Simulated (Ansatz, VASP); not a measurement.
# BiAs: VASP beside Ansatz, part 2 of 2

One calculation is typed for both programs; each brings its own data sets and cutoff. How far apart do they land? The cell is invented: As first built, before any earlier steps moved the atoms (in the runner's words): it takes the ScAs structure with some of its atoms replaced by other elements, volume scaled by an estimate. It may not be a known or stable phase. The cell is taken from a series of VASP runs on this material, whose earlier steps may have relaxed, scaled or displaced it; both programs get it as it stands.

VASP 6.6.1 and Ansatz 0.2.0.

So far. Step 2 (Ansatz: single point, PBEsol): The run ends at a pressure of 0.03 GPa, with forces up to 0.051 eV/Å. Step 3 (VASP: single point, PBEsol): The run ends at a pressure of 0.07 GPa, with forces up to 0.068 eV/Å.

## 5. VASP: band structure, PBEsol, spin-orbit coupling

Level of this step: PBEsol, spin-orbit coupling; plane waves and PAW (Bi_d, As); invented cell (VASP).

A single point gives forces, pressure and levels at one fixed geometry, so differences don't come from the geometry; what else differs is listed under the comparison.

Input file INCAR:

```
SYSTEM = BiAs
PREC = Accurate
ENCUT = 400
EDIFF = 1E-06
NELM = 100
ISMEAR = 0
SIGMA = 0.05
LREAL = .FALSE.
ALGO = Normal
GGA = PS
LNONCOLLINEAR = .TRUE.
MAGMOM = 0 0 0 0 0 0
NBANDS = 32
GGA_COMPAT = .FALSE.
LASPH = .TRUE.
LSORBIT = .TRUE.
LORBIT = 11
LWAVE = .FALSE.
LCHARG = .FALSE.
```

Input file POSCAR:

```
BiAs
1.0
    3.6108198944     -2.0948310334     -0.0104633417
    3.6108198944      2.0948310334     -0.0104633417
   -2.3670572327      0.0000000000      3.6114949540
Bi As
1 1
Direct
    0.0196967185      0.0196967185      0.0504669934
    0.4845114095      0.4845114095      0.4536510066
```

Input file KPOINTS:

```
Automatic mesh
0
Gamma
5 5 4
0 0 0
```

Input file KPOINTS_OPT:

```
Line mode
16
Line-mode
Reciprocal
  0.00000000   0.00000000   0.00000000 GAMMA
  0.92144865   0.92144865   0.08463032 Y

  0.92144865   0.92144865   0.08463032 Y
  0.41100757   0.41100757   0.61207186 F

  0.41100757   0.41100757   0.61207186 F
  0.50000000   0.50000000   0.50000000 L

  0.50000000   0.50000000   0.50000000 L
  0.48193922   0.51806078   0.50000000 I

 -0.48193922   0.48193922  -0.50000000 I1
  0.00000000   0.00000000  -0.50000000 Z

  0.00000000   0.00000000  -0.50000000 Z
  1.43188974   1.43188974  -1.44281122 H

  1.43188974   1.43188974  -1.44281122 H
  0.58899243   0.58899243   0.38792814 F1

 -1.43188974  -0.43188974   1.44281122 H1
 -0.92144865   0.07855135   0.91536968 Y1

 -0.92144865   0.07855135   0.91536968 Y1
 -0.50000000   0.50000000   0.00000000 X

 -0.50000000   0.50000000   0.00000000 X
  0.00000000   0.00000000   0.00000000 GAMMA

  0.00000000   0.00000000   0.00000000 GAMMA
  0.00000000   0.50000000   0.50000000 N

  0.00000000   0.50000000   0.00000000 M
  0.00000000   0.00000000   0.00000000 GAMMA
```

Potentials, in the order of the species: Bi_d and As (PBE family, release 64).

Run with:

```sh
> mpirun -np 1 vasp_ncl
```

Numbers of over 12 decimals in the logs are rounded to 6 here.

The program printed:

```text
[banner, memory and clock lines left out]
running    1 mpi-ranks, on    1 nodes
[...]
[... a notice as in an earlier step ...]

 LDA part: xc-table for (Slater+PW92), standard interpolation
 POSCAR, INCAR and KPOINTS ok, starting setup
[...]
entering main loop
       N       E                     dE             d eps       ncg     rms          rms(c)
DAV:   1     0.178865986002E+03    0.17887E+03   -0.81707E+03  3848   0.114E+03
DAV:   2     0.759142262149E+01   -0.17127E+03   -0.16547E+03  3960   0.348E+02
DAV:   3    -0.969352252991E+01   -0.17285E+02   -0.17011E+02  4800   0.122E+02
DAV:   4    -0.102992047181E+02   -0.60568E+00   -0.60510E+00  4456   0.252E+01
[...]
DAV:  10    -0.102278450178E+02    0.47407E-04   -0.33699E-04  5128   0.135E-01    0.207E-02
DAV:  11    -0.102278485869E+02   -0.35691E-05   -0.66736E-05  4384   0.488E-02    0.478E-03
DAV:  12    -0.102278491476E+02   -0.56077E-06   -0.40229E-06  4448   0.194E-02
   1 F= -.10227849E+02 E0= -.10227849E+02  d E =-.487756E-11  mag=     0.0000    -0.0000    -0.0000
 Start KPOINTS_OPT (optional k-point list driver)
k-point batch [1-60\192]
       N       E                     dE             ncg
DAV:   1     0.178095804382E+04   -0.19480E+05     3840
DAV:   2    -0.838152220909E+04   -0.10162E+05     4048
DAV:   3    -0.942868263018E+04   -0.10472E+04     4592
DAV:   4    -0.946582687899E+04   -0.37144E+02     4528
DAV:   5    -0.946755478022E+04   -0.17279E+01     5928
DAV:   6    -0.946757267222E+04   -0.17892E-01     4752
DAV:   7    -0.946757338292E+04   -0.71070E-03     5920
DAV:   8    -0.946757339219E+04   -0.92612E-05     4224
DAV:   9    -0.946757339256E+04   -0.37127E-06     2896
[...]
k-point batch [181-192\192]
       N       E                     dE             ncg
DAV:   1     0.185653174626E+05   -0.92489E+03      768
DAV:   2     0.164763651642E+05   -0.20890E+04      824
DAV:   3     0.162454853127E+05   -0.23088E+03      984
DAV:   4     0.162373584391E+05   -0.81269E+01      824
DAV:   5     0.162370053292E+05   -0.35311E+00     1136
DAV:   6     0.162370014180E+05   -0.39112E-02      880
DAV:   7     0.162370012539E+05   -0.16409E-03     1184
DAV:   8     0.162370012519E+05   -0.20184E-05      792
DAV:   9     0.162370012518E+05   -0.74222E-07      456
```

Parts of OUTCAR (step 5):

```text
  Total        0.1168531      0.1876681      0.0200929      0.0000000      0.0000000     -0.1065371
  in kB        3.4332433      5.5138495      0.5903460      0.0000000      0.0000000     -3.1301507
  external PRESSURE =       3.1791463 kB  Pullay stress =       0.0000000 kB

 POSITION                                       TOTAL-FORCE (eV/Angst)
 -----------------------------------------------------------------------------------
      0.02278      0.00000      0.18185         0.015321      0.000000      0.018296
      2.42515      0.00000      1.62822        -0.015321      0.000000     -0.018296
 -----------------------------------------------------------------------------------
    total drift:                               -0.000021      0.000000     -0.000176

  FREE ENERGIE OF THE ION-ELECTRON SYSTEM (eV)
  ---------------------------------------------------
  free  energy   TOTEN  =       -10.2278491476 eV

  energy  without entropy=      -10.2278491476  energy(sigma->0) =      -10.22784915

 magnetization (x)
# of ion       s       p       d       tot
------------------------------------------
    1        0.000   0.000   0.000   0.000
    2        0.000   0.000   0.000   0.000
--------------------------------------------------
tot          0.000   0.000   0.000   0.000

 magnetization (y)
# of ion       s       p       d       tot
------------------------------------------
    1        0.000   0.000  -0.000   0.000
    2        0.000   0.000  -0.000   0.000
--------------------------------------------------
tot          0.000   0.000  -0.000   0.000

 magnetization (z)
# of ion       s       p       d       tot
------------------------------------------
    1        0.000   0.000   0.000   0.000
    2        0.000   0.000   0.000   0.000
--------------------------------------------------
tot          0.000   0.000   0.000   0.000

[... 1 part as in an earlier step ...]

[... 2 further parts left out ...]
[key lines of the parts left out:]
E-fermi :   5.9553
```

The path was typed for another setting of this lattice: F, F1, H, H1, I, I1, L, N, X, Y and Y1 lie outside the first zone, so these labels don't mark the standard points and true extrema may be missed.

## 6. Ansatz: band structure, PBEsol, spin-orbit coupling

The same cell, functional, mesh and smearing now go to Ansatz, which takes its cutoff from its data sets.

The cell is taken from a series of VASP runs on this material, whose earlier steps may have relaxed, scaled or displaced it; both programs get it as it stands.

Input file input.yaml:

```yaml
crystal:
  lattice:
    - [3.6108198944, -2.0948310334, -0.0104633417]
    - [3.6108198944, 2.0948310334, -0.0104633417]
    - [-2.3670572327, 0.0, 3.611494954]
  atoms:
    - { symbol: Bi, position: [0.0196967185, 0.0196967185, 0.0504669934] }
    - { symbol: As, position: [0.4845114095, 0.4845114095, 0.4536510066] }
hamiltonian:
  xc: pbesol
  pseudopotentials: { kind: paw_fr }
magnetization:
  noncollinear: true
  spin_orbit: true
kpoints:
  mp_grid: { grid: [5, 5, 4] }
  band_path:
    path:
      - [0.0, 0.0, 0.0]
      - [0.36858, 0.36858, 0.03385]
      - [0.79859, 0.79859, 0.07335]
      - [0.81936, 0.81936, 0.19012]
      - [0.58115, 0.58115, 0.43626]
      - [0.41101, 0.41101, 0.61207]
      - [0.45254, 0.45254, 0.55977]
      - [0.49407, 0.49407, 0.50747]
      - [0.49518, 0.50482, 0.5]
      - [0.48676, 0.51324, 0.5]
      - [-0.44981, 0.44981, -0.5]
      - [-0.2249, 0.2249, -0.5]
      - [0.0, 0.0, -0.5]
      - [0.4773, 0.4773, -0.81427]
      - [1.14551, 1.14551, -1.25425]
      - [1.3195, 1.3195, -1.19871]
      - [0.92615, 0.92615, -0.34437]
      - [0.58899, 0.58899, 0.38793]
      - [-1.22771, -0.22771, 1.23183]
      - [-0.98951, 0.01049, 0.9857]
      - [-0.83716, 0.16284, 0.7323]
      - [-0.64048, 0.35952, 0.30512]
      - [-0.5, 0.5, 0.0]
      - [-0.26667, 0.26667, 0.0]
      - [-0.03333, 0.03333, 0.0]
      - [0.0, 0.13333, 0.13333]
      - [0.0, 0.36667, 0.36667]
      - [0.0, 0.46667, 0.0]
      - [0.0, 0.23333, 0.0]
      - [0.0, 0.0, 0.0]
    npoints: 1
scf:
  occupations: { method: gaussian, width: 0.05 }
  n_extra_bands: 14
output:
  forces: true
  stress: true
  eigenvalues: true
```

Run with:

```sh
> ansatz run input.yaml --threads 2 --pin off --max-ram 4608MiB --backend cpu --events-out ev --progress --plain --runs-dir out
```

The program printed:

```text
[...]
non-collinear run that drives no moment, with spin-orbit: no starting moment large enough to seed its density (crystal.atoms[].spin), no starting occupations that ask for one, no magnetisation constraint and no magnetic field, so the semilocal B_xc is pinned to zero
Crystal: 2 atoms, lattice volume = 54.531 Å³
[...]
k-point 1: bands = [... 26 lower, 9.2861, 9.2886, 9.4341, 9.4469, 11.3504, 11.3531, 12.6270, 12.6458, ... 10 higher]
  k-point 2: bands = [... 26 lower, 9.5703, 9.5703, 9.5926, 9.5926, 10.5226, 10.5226, 11.6086, 11.6086, ... 10 higher]
  k-point 32: bands = [... 26 lower, 7.5231, 8.1348, 8.9791, 9.1439, 10.9040, 10.9469, 12.6912, 13.1120, ... 10 higher]
[key lines of the parts left out:]
SCF converged after 7 iterations
Magnetization: |M| = 0.0000 μB,  M = (+0.0000, +0.0000, +0.0000) μB
Free energy (F): -17096.012390 eV
Fermi energy:    10.182788 eV
P = ⅓ Tr σ = 0.2948 GPa (2.948 kbar)
```

Run time: 15 s. Hardware: 2 threads of Arm Neoverse V2, shared host; peak memory 0.56 GiB.

## 7. Comparison

What differs besides the data sets and the points named for the pairs above, as far as they apply: spin-orbit coupling enters by fully relativistic files in Ansatz and inside the spheres in VASP; the data sets hold 30 valence electrons in Ansatz (fully relativistic PAW (standard-fr) files) and 20 in VASP. Total energies have different zeros and are not compared.

Compared:

```csv
quantity,Ansatz,VASP,difference
pressure (GPa),0.29,0.32,-0.02
```

At this near-relaxed geometry the largest component of a force difference is 16 meV/Å. Levels from 3 eV below to 2 eV above the Fermi level differ by 37 meV r.m.s. and 75 meV at most; each VASP level is matched to the nearest of Ansatz, which flatters the figure a little. Ansatz's pressure holds a Pulay correction of 0.03 GPa; VASP's holds none.

## 8. Ansatz: band structure, r2SCAN

With cell and atoms fixed, the geometry can't cause a difference; cores, projectors, grids and the points listed under the comparison can.

The cell is taken from a series of VASP runs on this material, whose earlier steps may have relaxed, scaled or displaced it; both programs get it as it stands.

input.yaml: that of step 6 with these lines changed.

```diff
@@ -9,9 +9,6 @@
 hamiltonian:
-  xc: pbesol
-  pseudopotentials: { kind: paw_fr }
-magnetization:
-  noncollinear: true
-  spin_orbit: true
+  xc: r2scan
+  pseudopotentials: { kind: paw }
 kpoints:
-  mp_grid: { grid: [5, 5, 4] }
+  mp_grid: { grid: [6, 6, 5] }
   band_path:
@@ -51,3 +48,3 @@
   occupations: { method: gaussian, width: 0.05 }
-  n_extra_bands: 14
+  n_extra_bands: 7
 output:
```

The program printed:

```text
[...]
Crystal: 2 atoms, lattice volume = 54.531 Å³
Basis set: ecut = 500 eV, 1389 PW (Γ), exchange–correlation on 128×128×128 points (64 copies of the dense FFT grid, shifted against one another)
Bands: 22, of which v1, the nominal top of the filled ones, is band 15 counted from 1 (14 counted from 0)
Symmetry: 2 space group operations
[...]
k-point 0: bands = [... 11 lower, 3.9305, 8.5671, 8.7180, 8.7748, 13.4565, 14.0853, 14.1074, 17.1032, ... 3 higher]
  k-point 1: bands = [... 11 lower, 2.5879, 8.8613, 8.8894, 9.2425, 12.7357, 12.9404, 12.9709, 16.6696, ... 3 higher]
  k-point 2: bands = [... 11 lower, 0.5214, 9.2184, 9.2676, 9.7990, 11.4337, 11.5339, 11.7911, 18.1534, ... 3 higher]
  k-point 54: bands = [... 11 lower, -0.4920, 7.9160, 8.4106, 9.3031, 11.4789, 12.0707, 12.3181, 18.1377, ... 3 higher]
[key lines of the parts left out:]
SCF converged after 6 iterations
Free energy (F): -17275.696502 eV
Fermi energy:    10.548138 eV
P = ⅓ Tr σ = 1.7510 GPa (17.510 kbar)
```

Wall time 11 s (2 threads); peak memory 0.52 GiB; 20 s of CPU time.

## 9. VASP: band structure, r2SCAN

The same cell, functional, mesh and smearing now go to VASP, with its own data sets and cutoff.

Input file INCAR:

```
SYSTEM = BiAs
PREC = Accurate
ENCUT = 400
EDIFF = 1E-06
NELM = 100
ISMEAR = 0
SIGMA = 0.05
LREAL = .FALSE.
ALGO = Normal
METAGGA = R2SCAN
LASPH = .TRUE.
NBANDS = 22
LORBIT = 11
LWAVE = .FALSE.
LCHARG = .FALSE.
```

POSCAR is that of step 5.

Input file KPOINTS:

```
Automatic mesh
0
Gamma
6 6 5
0 0 0
```

KPOINTS_OPT is that of step 5.

Run with:

```sh
> mpirun -np 1 vasp_std
```

The program printed:

```text
[banner, memory and clock lines left out]
running    1 mpi-ranks, on    1 nodes
[...]
[... a notice as in an earlier step ...]

 LDA part: xc-table for (None), standard interpolation
 POSCAR, INCAR and KPOINTS ok, starting setup
[...]
entering main loop
       N       E                     dE             d eps       ncg     rms          rms(c)
DAV:   1     0.864402385176E+02    0.86440E+02   -0.81863E+03  2440   0.848E+02
DAV:   2    -0.652872212619E+02   -0.15173E+03   -0.14519E+03  2592   0.269E+02
DAV:   3    -0.773339886628E+02   -0.12047E+02   -0.11970E+02  2962   0.760E+01
DAV:   4    -0.776202099160E+02   -0.28622E+00   -0.28608E+00  2938   0.123E+01
[...]
DAV:  11    -0.732663086146E+02    0.76775E-07   -0.16270E-04  3422   0.111E-01    0.201E-02
DAV:  12    -0.732663072397E+02    0.13749E-05   -0.16389E-05  3382   0.444E-02    0.406E-03
DAV:  13    -0.732663071538E+02    0.85882E-07   -0.12932E-06  2404   0.581E-03
   1 F= -.73266307E+02 E0= -.73265943E+02  d E =-.727815E-03
 Start KPOINTS_OPT (optional k-point list driver)
k-point batch [1-55\192]
       N       E                     dE             ncg
DAV:   1    -0.199602473805E+03   -0.21337E+05     2434
DAV:   2    -0.860110303222E+04   -0.84015E+04     2520
DAV:   3    -0.927640115030E+04   -0.67530E+03     2898
DAV:   4    -0.929277606635E+04   -0.16375E+02     2958
DAV:   5    -0.929341089139E+04   -0.63483E+00     3532
DAV:   6    -0.929342645809E+04   -0.15567E-01     3228
DAV:   7    -0.929342670493E+04   -0.24684E-03     3578
DAV:   8    -0.929342670708E+04   -0.21491E-05     2216
DAV:   9    -0.929342670744E+04   -0.35990E-06     2098
[...]
k-point batch [166-192\192]
       N       E                     dE             ncg
DAV:   1     0.109243220801E+05   -0.97353E+04     1194
DAV:   2     0.671044923712E+04   -0.42139E+04     1264
DAV:   3     0.637455336213E+04   -0.33590E+03     1416
DAV:   4     0.636673576650E+04   -0.78176E+01     1460
DAV:   5     0.636643386597E+04   -0.30190E+00     1704
DAV:   6     0.636642679678E+04   -0.70692E-02     1600
DAV:   7     0.636642658553E+04   -0.21125E-03     1754
DAV:   8     0.636642658425E+04   -0.12827E-05     1120
DAV:   9     0.636642658412E+04   -0.13237E-06     1020
```

From OUTCAR (step 9):

```text
  Total        0.6137973      0.4813882      0.6609055      0.0000000      0.0000000     -0.0016117
  in kB       18.0338878     14.1435956     19.4179650      0.0000000      0.0000000     -0.0473537
  external PRESSURE =      17.1984828 kB  Pullay stress =       0.0000000 kB

 POSITION                                       TOTAL-FORCE (eV/Angst)
 -----------------------------------------------------------------------------------
      0.02278      0.00000      0.18185        -0.003169      0.000000      0.105890
      2.42515      0.00000      1.62822         0.003169      0.000000     -0.105890
 -----------------------------------------------------------------------------------
    total drift:                                0.000038      0.000000      0.000226

  FREE ENERGIE OF THE ION-ELECTRON SYSTEM (eV)
  ---------------------------------------------------
  free  energy   TOTEN  =       -73.2663071538 eV

  energy  without entropy=      -73.2655793392  energy(sigma->0) =      -73.26594325

[... 1 part as in an earlier step ...]

[... 2 further parts left out ...]
[key lines of the parts left out:]
E-fermi :   6.2629
```

The run ends at a pressure of 1.72 GPa, with forces up to 0.11 eV/Å.

## 10. Differences

What differs besides the data sets and the points named for the pairs above, as far as they apply: VASP keeps PBE cores, Ansatz makes them for the functional; the cutoff is 500 eV in Ansatz and 400 eV in VASP. Total energies have different zeros and are not compared.

Both answers:

```csv
quantity,Ansatz,VASP,difference
pressure (GPa),1.75,1.72,+0.03
```

Forces (eV/Å; atoms numbered as in POSCAR):

```csv
atom,"Ansatz x, y, z","VASP x, y, z"
Bi1,"-0.003, 0.000, 0.116","-0.003, 0.000, 0.106"
As2,"0.003, 0.000, -0.116","0.003, 0.000, -0.106"
```

The forces differ by 5.8 meV/Å r.m.s., which is 9.5 % of the r.m.s. force of 0.06 eV/Å (both taken over all components). Levels from 3 eV below to 2 eV above the Fermi level differ by 5 meV r.m.s. and 11 meV at most; each VASP level is matched to the nearest of Ansatz, which flatters the figure a little. Ansatz's pressure holds a Pulay correction of 0.02 GPa; VASP's holds none.

## 11. Summary of results

```json
{
  "r.m.s. force difference (single point, PBEsol)": "10 meV/Å",
  "r.m.s. difference of levels near the Fermi level (band structure, PBEsol, spin-orbit coupling)": "37 meV",
  "r.m.s. force difference (band structure, PBEsol, spin-orbit coupling)": "9.0 meV/Å",
  "r.m.s. difference of levels near the Fermi level (band structure, r2SCAN)": "4.5 meV"
}
```

In words: The r.m.s. force difference is 10 meV/Å (single point, PBEsol), within the 12 meV/Å picked in this series as the mark of a large difference. How closely two codes agree says nothing of how well the functional describes the real material.

[Lines on the potential files, build, host, timing and source positions are cut from VASP's logs without a mark.]

[Logs are printed without paths, hosts, clocks, repeated set-up lines and the standing remarks that a program may print on its own settings, such as how far it seeks lower states.]

[Hosts, paths, dates, database ids (printed as entryN), source tags and the programs' standing remarks are cut or masked in the printed files.]
